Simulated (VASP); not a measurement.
Method: LDA (Ceperley-Alder, Perdew-Zunger), VASP's LDA PAW potentials (set 64) (plane waves; VASP).

Input for VASP

File KPOINTS:
```
Automatic mesh
0
G
 14 14 14
0 0 0
```

**POSCAR**
```
HfC
1.0
  0.0000000000   2.2615207857   2.2615207857
  2.2615207857   0.0000000000   2.2615207857
  2.2615207857   2.2615207857   0.0000000000
Hf C
1 1
Cart
  0.0000000000   0.0000000000   0.0000000000
  2.2615207857   2.2615207857   2.2615207857
```

### INCAR
```
SYSTEM = HfC
PREC = Accurate
ENCUT = 620
EDIFF = 1E-6
NELM = 100
ALGO = Normal
LREAL = .FALSE.
LASPH = .TRUE.
ISMEAR = 1
SIGMA = 0.1
LMAXMIX = 6
LWAVE = .FALSE.
LCHARG = .FALSE.
IBRION = 2
ISIF = 3
NSW = 40
EDIFFG = -0.02
PSTRESS = 200
```

POTCAR, in this order: Hf_pv C (LDA.64 set). Program: vasp_std.

Output

**OSZICAR**
```
       N       E                     dE             d eps       ncg     rms          rms(c)
DAV:   1     0.282616873106E+02    0.28262E+02   -0.86548E+03  2288   0.141E+03
DAV:   2    -0.240890349675E+02   -0.52351E+02   -0.49728E+02  3046   0.239E+02
DAV:   3    -0.259646297877E+02   -0.18756E+01   -0.18399E+01  2951   0.340E+01
DAV:   4    -0.259798249710E+02   -0.15195E-01   -0.15173E-01  2717   0.330E+00
DAV:   5    -0.259800016470E+02   -0.17668E-03   -0.17666E-03  2978   0.310E-01    0.676E+01
DAV:   6    -0.229714152185E+02    0.30086E+01   -0.19634E+01  2498   0.233E+01    0.468E+01
DAV:   7    -0.228900305538E+02    0.81385E-01   -0.63495E-01  2593   0.602E+00    0.253E+01
DAV:   8    -0.228749645858E+02    0.15066E-01   -0.37884E-02  2527   0.188E+00    0.468E+00
DAV:   9    -0.228714413795E+02    0.35232E-02   -0.19378E-02  2600   0.808E-01    0.191E+00
DAV:  10    -0.228711560727E+02    0.28531E-03   -0.91853E-04  2718   0.250E-01    0.315E-01
DAV:  11    -0.228711464555E+02    0.96172E-05   -0.10443E-04  2637   0.792E-02    0.106E-02
DAV:  12    -0.228711456757E+02    0.77977E-06   -0.24014E-06  2472   0.157E-02
   1 F= -.19983452E+02 E0= -.19983395E+02  d E =-.199835E+02
       N       E                     dE             d eps       ncg     rms          rms(c)
DAV:   1    -0.229180553020E+02   -0.46909E-01   -0.13537E+01  2288   0.374E+01    0.139E+01
DAV:   2    -0.225824684909E+02    0.33559E+00   -0.42592E-01  2324   0.697E+00    0.752E+00
DAV:   3    -0.224542243208E+02    0.12824E+00   -0.38079E-01  2351   0.603E+00    0.440E+00
DAV:   4    -0.224557081987E+02   -0.14839E-02   -0.58323E-03  2761   0.793E-01    0.579E+00
DAV:   5    -0.224536122220E+02    0.20960E-02   -0.31184E-03  2751   0.387E-01    0.190E-01
DAV:   6    -0.224535487238E+02    0.63498E-04   -0.17608E-04  2567   0.111E-01    0.143E-01
DAV:   7    -0.224535596165E+02   -0.10893E-04   -0.97090E-06  2622   0.286E-02    0.181E-01
DAV:   8    -0.224535404839E+02    0.19133E-04   -0.86144E-05  2498   0.654E-02    0.251E-02
DAV:   9    -0.224535405877E+02   -0.10384E-06   -0.19056E-06  1828   0.149E-02
   2 F= -.19859395E+02 E0= -.19859356E+02  d E =0.124057E+00
       N       E                     dE             d eps       ncg     rms          rms(c)
DAV:   1    -0.230406267371E+02   -0.58709E+00   -0.68442E+00  2288   0.266E+01    0.100E+01
DAV:   2    -0.228738126074E+02    0.16681E+00   -0.23205E-01  2300   0.508E+00    0.550E+00
DAV:   3    -0.228087038923E+02    0.65109E-01   -0.20337E-01  2321   0.424E+00    0.315E+00
DAV:   4    -0.228093200270E+02   -0.61613E-03   -0.30624E-03  2749   0.574E-01    0.418E+00
DAV:   5    -0.228083834935E+02    0.93653E-03   -0.15536E-03  2787   0.303E-01    0.316E-01
DAV:   6    -0.228083321890E+02    0.51305E-04   -0.12314E-04  2662   0.838E-02    0.128E-01
DAV:   7    -0.228083387516E+02   -0.65626E-05   -0.49549E-06  2531   0.203E-02    0.138E-01
DAV:   8    -0.228083216572E+02    0.17094E-04   -0.73909E-05  2515   0.562E-02    0.226E-02
DAV:   9    -0.228083217581E+02   -0.10091E-06   -0.13239E-06  1511   0.129E-02
   3 F= -.20006115E+02 E0= -.20006057E+02  d E =-.226634E-01
       N       E                     dE             d eps       ncg     rms          rms(c)
DAV:   1    -0.228060948170E+02    0.22268E-02   -0.77578E-04  2294   0.280E-01    0.103E-01
DAV:   2    -0.228060753529E+02    0.19464E-04   -0.25719E-05  2312   0.529E-02    0.565E-02
DAV:   3    -0.228060679011E+02    0.74518E-05   -0.23049E-05  2336   0.454E-02    0.329E-02
DAV:   4    -0.228060679740E+02   -0.72858E-07   -0.32423E-07  1270   0.612E-03
   4 F= -.20006134E+02 E0= -.20006075E+02  d E =-.226823E-01
```

**OUTCAR**
```
------------------------ aborting loop because EDIFF is reached ----------------------------------------
  FORCE on cell =-STRESS in cart. coord.  units (eV):
  Direction    XX          YY          ZZ          XY          YZ          ZX
  --------------------------------------------------------------------------------------
  Total        2.7981767      2.7981767      2.7981767     -0.0000000     -0.0000000      0.0000000
  in kB      199.8744777    199.8744777    199.8744777     -0.0000000     -0.0000000      0.0000000
  external PRESSURE =      -0.1255223 kB  Pullay stress =     200.0000000 kB
  volume of cell :       22.43
      direct lattice vectors                 reciprocal lattice vectors
     0.000000000  2.238374723  2.238374723    -0.223376361  0.223376361  0.223376361
     2.238374723  0.000000000  2.238374723     0.223376361 -0.223376361  0.223376361
     2.238374723  2.238374723  0.000000000     0.223376361  0.223376361 -0.223376361
 POSITION                                       TOTAL-FORCE (eV/Angst)
 -----------------------------------------------------------------------------------
      2.23837      2.23837      0.00000        -0.000000      0.000000     -0.000000
      2.23837      2.23837      2.23837         0.000000     -0.000000      0.000000
 -----------------------------------------------------------------------------------
    total drift:                                0.000000      0.000000      0.000000
  FREE ENERGIE OF THE ION-ELECTRON SYSTEM (eV)
  ---------------------------------------------------
  free  energy   TOTEN  =       -22.8060679740 eV

  energy  without entropy=      -22.8058914753  energy(sigma->0) =      -22.80600914
  enthalpy is  TOTEN    =       -20.0061340165 eV   P V=        2.7999339575

 reached required accuracy - stopping structural energy minimisation
```
(Selected blocks of OUTCAR.)

CONTCAR:
```
HfC
   1.00000000000000
     0.0000000000000000    2.2383747232188709    2.2383747232188709
     2.2383747232188709    0.0000000000000000    2.2383747232188709
     2.2383747232188709    2.2383747232188709    0.0000000000000000
  Hf              C
     1     1
Direct
     0.0000000000000000    0.0000000000000000    1.0000000000000000
     0.5000000000000000    0.5000000000000000    0.5000000000000000
```

Energy and stress use the plane-wave basis of the starting cell.

The compound is HfC in the rock salt structure. This run relaxes it under an external pressure of 20 GPa. Symmetry was kept, so distortions that lower it aren't found.
